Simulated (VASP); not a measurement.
Write the native input for VASP 6.6.1 that does the following.

```yaml
Task: single point
Functional: PBEsol
Potentials_or_basis: VASP PAW PBE potentials, release 64 (Li_sv, B, H)
Cutoff: 520 eV
k_mesh: 4 × 4 × 4
Occupations: gaussian, width 0.05 eV
Spin: no spin polarisation
Dipole_correction: no
Further_INCAR_settings: LREAL = Auto; ALGO = Fast; EDIFF = 1e-07; NBANDS = 36
```

The structure of Li4B4H15 (a cell with a defect) lies in POSCAR:

```
Li4B4H15
1.0
    5.6432012145      0.0000000000      0.0000000000
    0.0000000000     -5.6432012145      0.0000000000
    0.0000000000      0.0000000000     -5.6432012145
Li B H
4 4 15
Direct
    0.5131500526     -0.0131499830      0.5254168489
    0.0242429775      0.4757570921      0.5200255827
    0.0377675706      0.0032527637      0.0444295694
    0.4967471287      0.4622323218      1.0444297086
    0.4620841790      0.0379157134     -0.0306825848
    0.0312099451      0.4687901245      0.0134051573
   -0.0347839803     -0.0076589507      0.4873863071
    0.5076590203      0.5347838727      0.4873863071
    0.9286712986      0.5713285558      0.1718350920
    0.8346117427      0.1331294015      0.5893661901
    0.3668704909      0.6653881117      0.5893663673
    0.3196485348      0.9299276777      0.8459246478
    0.9308865306      0.3083161372      0.9108787379
    0.8592052305      0.9061080415      0.3188316226
    0.4001794220      0.3570664811      0.4204262634
    0.6008461990      0.8991538326      0.0620348250
    0.3505265761      0.1494734935      0.1211207919
    0.0189199350      0.8345374941      0.6286656926
    0.6654625375      0.4810799574      0.6286656926
    0.5700723539      0.1803515348      0.8459246478
    0.1916839324      0.5691136782      0.9108789151
    0.1429335885      0.0998206476      0.4204262634
    0.5938918129      0.6407948011      0.3188317998
```

The input as run:

INCAR

```
SYSTEM = Li4B4H15
PREC = Accurate
ENCUT = 520
EDIFF = 1E-7
ISMEAR = 0
SIGMA = 0.05
LREAL = Auto
LASPH = .TRUE.
NELM = 100
ALGO = Fast
ISIF = 2
LWAVE = .FALSE.
LCHARG = .FALSE.
GGA = PS
NBANDS = 36
```

KPOINTS

```
Automatic mesh
0
G
  4 4 4
  0 0 0
```

Potentials or basis: VASP PAW PBE potentials, release 64 (Li_sv, B, H).

Command:

```sh
$ cat potpaw_PBE.64/Li_sv/POTCAR potpaw_PBE.64/B/POTCAR potpaw_PBE.64/H/POTCAR > POTCAR
$ mpirun -np 1 vasp_std > vasp.out
```

Results of the run:

```yaml
Largest_force: 0.099 eV/Å
Band_gap_on_the_k_mesh: none (metal or under the smearing width)
```

Caveat: the PAW data sets were made with another functional, which shifts forces and pressure a little.

Wall time 7.4 min on 1 thread of Intel(R) Xeon(R) Platinum 8259CL CPU @ 2.50GHz (Skylake/Cascade Lake) (shared host), peak memory 0.31 GiB.
